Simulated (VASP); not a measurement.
A run of VASP 6.6.1 is set up as follows.

The input INCAR:

```
ALGO = Normal
EDIFF = 1E-6
EDIFFG = -0.01
ENCUT = 520
GGA = PE
IBRION = 2
ISIF = 3
ISMEAR = 0
KPAR = 4
LASPH = True
LCHARG = False
LREAL = False
LWAVE = False
NELM = 120
NSW = 90
PREC = Accurate
SIGMA = 0.1
```

The input KPOINTS:

```
k-points
0
Gamma
  8 8 4
```

POSCAR

```
Sn2Bi2O
1.0
    3.6760000000      0.0000000000      0.0000000000
    0.0000000000      3.6760000000      0.0000000000
    0.0000000000      0.0000000000      9.4960000000
Sn Bi O
2 2 1
Direct
    0.0000000000      0.5000000000      0.3398273000
    0.5000000000      0.0000000000      0.6601727000
    0.0000000000      0.5000000000      0.8929022700
    0.5000000000      0.0000000000      0.1070977300
    0.0000000000      0.0000000000      0.5000000000
```

Potentials or basis: VASP PAW PBE potentials, release 64 (Sn_d, Bi_d, O).

Run with:

```sh
$ cat potpaw_PBE.64/Sn_d/POTCAR potpaw_PBE.64/Bi_d/POTCAR potpaw_PBE.64/O/POTCAR > POTCAR
$ mpirun -np 4 vasp_std > vasp.out
```

Problem. Estimate the band gap on the k mesh.

Solution. None (metal or under the smearing width).

Problem. What does it give for the relaxed cell?

Solution. a = 3.743 Å, b = 3.743 Å, c = 9.321 Å, α = 90.00°, β = 90.00°, γ = 90.00°.

Problem. Estimate the relaxed volume.

Solution. 26.12 Å³/atom.

Forces on the atoms (eV/Å):
```
Sn   0.000  0.000  0.006
Sn   0.000  0.000 -0.006
Bi   0.000  0.000  0.009
Bi   0.000  0.000 -0.009
O    0.000  0.000  0.000
```

Caveat: spin-orbit coupling is left out, which moves the levels of the heavy elements.
